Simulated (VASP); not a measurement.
A cell of CeO2 (fluorite) near equilibrium:

```xyz
3
Lattice="0.0000 2.6987 2.6987 2.6987 0.0000 2.6987 2.6987 2.6987 0.0000" Properties=species:S:1:pos:R:3 pbc="T T T"
Ce     0.0000     0.0000     0.0000
O      1.3493     1.3493     1.3493
O      4.0480     4.0480     4.0480
```

Computed with PBEsol GGA, VASP's PBE PAW potentials (set 64) (plane waves; VASP).

| run | ΔE (meV/atom) | σxx | σyy | σzz | largest shear component, with its sign (GPa) | largest force (eV/Å) | gap (eV) |
|---|---|---|---|---|---|---|---|
| as it is | 0.0 | 0.01 | 0.01 | 0.01 | 0.00 | 0.000 | 1.97 |
| after one change | 6.6 | 7.48 | 2.38 | 2.38 | 0.00 | 0.000 | 2.00 |
Stress is in GPa, positive when the cell is compressed; gaps are those on the k-mesh, and 0.00 means metallic.

Question: What was changed between the two runs?
A. atom 2 (O) moved by 0.050 Å along y
B. uniaxial strain of -2.0 % along x
C. uniaxial strain of -0.5 % along y
D. isotropic strain of -1.5 %

Answer: B, uniaxial strain of -2.0 % along x

The compound is CeO2 in the fluorite structure. The run is not spin-polarised, so no magnetic state was tried.
